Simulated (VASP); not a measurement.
Method: PBE GGA, VASP's PBE PAW potentials (set 64) (plane waves; VASP 6.6.1).

VASP input:

### KPOINTS
```
Automatic mesh
0
Gamma
8 8 8
0 0 0
```

**INCAR**
```
SYSTEM=Ni3Fe
PREC=Accurate; ENCUT=400; LREAL=.FALSE.
LASPH=.TRUE.
EDIFF=1E-6; NELM=100; ALGO=Normal
LMAXMIX=4
ISMEAR=1; SIGMA=0.1
GGA=PE
MAGMOM=3.0 3*0.7
ISPIN=2; NUPDOWN=2
ISIF=2
LWAVE=.FALSE.; LCHARG=.FALSE.; LORBIT=10
```

**POSCAR**
```
Ni3Fe
1
    3.6210000000     0.0000000000     0.0000000000
    0.0000000000     3.6210000000     0.0000000000
    0.0000000000     0.0000000000     3.6210000000
Fe Ni
1 3
Direct
  0.0000000000   0.0000000000   0.0000000000
  0.0000000000   0.5000000000   0.5000000000
  0.5000000000   0.0000000000   0.5000000000
  0.5000000000   0.5000000000   0.0000000000
```

POTCAR, in this order: Fe Ni (PBE.64 set). Program: vasp_std.

The run wrote:

File OSZICAR:
```
       N       E                     dE             d eps       ncg     rms          rms(c)
DAV:   1     0.214687968336E+03    0.21469E+03   -0.14623E+04  3752   0.166E+03
DAV:   2    -0.167810341835E+02   -0.23147E+03   -0.22307E+03  3658   0.329E+02
DAV:   3    -0.280771673462E+02   -0.11296E+02   -0.10780E+02  3812   0.100E+02
DAV:   4    -0.282350312794E+02   -0.15786E+00   -0.15714E+00  3904   0.122E+01
DAV:   5    -0.282395172801E+02   -0.44860E-02   -0.44849E-02  4914   0.168E+00    0.208E+01
DAV:   6    -0.278632189142E+02    0.37630E+00   -0.55179E+01  3944   0.107E+02    0.310E+01
DAV:   7    -0.310558763774E+02   -0.31927E+01   -0.28010E+01  4536   0.143E+02    0.329E+01
DAV:   8    -0.238931873750E+02    0.71627E+01   -0.29007E+01  4530   0.566E+01    0.485E+00
DAV:   9    -0.240583432657E+02   -0.16516E+00   -0.10136E+00  3900   0.114E+01    0.308E+00
DAV:  10    -0.241217207755E+02   -0.63378E-01   -0.20606E-01  6074   0.561E+00    0.207E+00
DAV:  11    -0.241571010323E+02   -0.35380E-01   -0.93606E-02  6172   0.401E+00    0.118E+00
DAV:  12    -0.241732271219E+02   -0.16126E-01   -0.50223E-02  5702   0.450E+00    0.735E-01
DAV:  13    -0.241773828486E+02   -0.41557E-02   -0.10324E-02  5338   0.134E+00    0.360E-01
DAV:  14    -0.241784031606E+02   -0.10203E-02   -0.23477E-03  5308   0.661E-01    0.220E-01
DAV:  15    -0.241784097660E+02   -0.66054E-05   -0.57398E-04  5546   0.519E-01    0.751E-02
DAV:  16    -0.241785011740E+02   -0.91408E-04   -0.18300E-04  4460   0.256E-01    0.268E-02
DAV:  17    -0.241785061890E+02   -0.50150E-05   -0.14079E-05  4532   0.487E-02    0.152E-02
DAV:  18    -0.241785067065E+02   -0.51750E-06   -0.22979E-06  2256   0.284E-02
   1 F= -.24178507E+02 E0= -.24175218E+02  d E =-.986496E-02  mag=     1.9999
```

**OUTCAR**
```
------------------------ aborting loop because EDIFF is reached ----------------------------------------
  FORCE on cell =-STRESS in cart. coord.  units (eV):
  Direction    XX          YY          ZZ          XY          YZ          ZX
  --------------------------------------------------------------------------------------
  Total       -3.7018490     -3.7018490     -3.7018490     -0.0000000     -0.0000000     -0.0000000
  in kB     -124.9233753   -124.9233753   -124.9233753     -0.0000000     -0.0000000     -0.0000000
  external PRESSURE =    -124.9233753 kB  Pullay stress =       0.0000000 kB
  volume of cell :       47.48
      direct lattice vectors                 reciprocal lattice vectors
     3.621000000  0.000000000  0.000000000     0.276166805  0.000000000  0.000000000
     0.000000000  3.621000000  0.000000000     0.000000000  0.276166805  0.000000000
     0.000000000  0.000000000  3.621000000     0.000000000  0.000000000  0.276166805
 POSITION                                       TOTAL-FORCE (eV/Angst)
 -----------------------------------------------------------------------------------
      0.00000      0.00000      0.00000         0.000000      0.000000      0.000000
      0.00000      1.81050      1.81050         0.000000      0.000000      0.000000
      1.81050      0.00000      1.81050         0.000000      0.000000      0.000000
      1.81050      1.81050      0.00000         0.000000      0.000000      0.000000
 -----------------------------------------------------------------------------------
    total drift:                                0.000000     -0.000000     -0.000000
  FREE ENERGIE OF THE ION-ELECTRON SYSTEM (eV)
  ---------------------------------------------------
  free  energy   TOTEN  =       -24.1785067065 eV

  energy  without entropy=      -24.1686417439  energy(sigma->0) =      -24.17521839

 total charge

# of ion       s       p       d       tot
------------------------------------------
    1        0.439   0.438   6.135   7.012
    2        0.474   0.452   8.294   9.219
    3        0.474   0.452   8.294   9.219
    4        0.474   0.452   8.294   9.219
--------------------------------------------------
tot          1.860   1.793  31.018  34.670

 magnetization (x)

# of ion       s       p       d       tot
------------------------------------------
    1        0.013   0.012   2.452   2.476
    2       -0.014  -0.031  -0.108  -0.152
    3       -0.014  -0.031  -0.108  -0.152
    4       -0.014  -0.031  -0.108  -0.152
--------------------------------------------------
tot         -0.028  -0.080   2.127   2.019
```
(Selected blocks of OUTCAR.)

The compound is Ni3Fe in the L1_2 structure. The cell was not relaxed at this level. The run is one of a series of settings (NUPDOWN = 2 against the base run), some of them coarse on purpose.
